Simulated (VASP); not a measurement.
A VASP calculation is set up with these files.

**INCAR**
```
SYSTEM = Ca3Sn
PREC = Accurate
ENCUT = 400
EDIFF = 1E-8
NELM = 100
ALGO = Normal
LREAL = .FALSE.
LASPH = .TRUE.
ISMEAR = 1
SIGMA = 0.1
LMAXMIX = 4
LWAVE = .FALSE.
LCHARG = .FALSE.
IBRION = 1
ISIF = 2
NSW = 30
EDIFFG = -0.001
```

### POSCAR
```
Ca3Sn
1
    4.8602682113     0.0000000000     0.0000000000
    0.0000000000     4.8602682113    -0.0000000000
   -0.0000000000     0.0000000000     4.8602682113
Ca Sn
3 1
Direct
  0.0000000000   0.5000000000   0.5000000000
  0.5000000000   0.0000000000   0.5000000000
  0.5000000000   0.5000000000   0.0000000000
  0.0000000000   0.0000000000   0.0000000000
```

KPOINTS:
```
Regular mesh
0
Gamma
 6 6 6
0 0 0
```

POTCAR, in this order: Ca_sv Sn_d (LDA.64 set). Program: vasp_std.

Problem. Write an equivalent input for Ansatz.

Solution. One equivalent input (not run):
Ansatz 0.2 input:
```yaml
crystal:
  lattice:
    - [4.8602682, 0.0000000, 0.0000000]
    - [0.0000000, 4.8602682, 0.0000000]
    - [0.0000000, 0.0000000, 4.8602682]
  atoms:
    - { symbol: Ca, position: [0.0000000, 0.5000000, 0.5000000] }
    - { symbol: Ca, position: [0.5000000, 0.0000000, 0.5000000] }
    - { symbol: Ca, position: [0.5000000, 0.5000000, 0.0000000] }
    - { symbol: Sn, position: [0.0000000, 0.0000000, 0.0000000] }
kpoints:
  mp_grid: { grid: [6, 6, 6] }
hamiltonian:
  xc: lda
  pseudopotentials: { kind: paw }
scf:
  occupations: { method: methfessel_paxton, width: 0.1 }
  max_iter: 100
relax:
  max_steps: 30
  f_tol: 0.001
output: { forces: true, stress: true, eigenvalues: true }
```
Limits of the translation: each code has its own PAW files, so the cut-off isn't converted (ENCUT is set for VASP's; basis.ecutwfc is left out, and Ansatz then takes the one that its files recommend); Ansatz stops its SCF on the density residual and VASP on the energy change (EDIFF); Ansatz's lda is the Perdew-Wang form, while the LDA potentials of VASP carry Perdew-Zunger's.

The structure comes from a computed database's Ca3Sn entry (Pm-3m); how it stands against other phases isn't given here. It was relaxed first, which changed the volume by -8 %. The start is the result of an earlier pass.
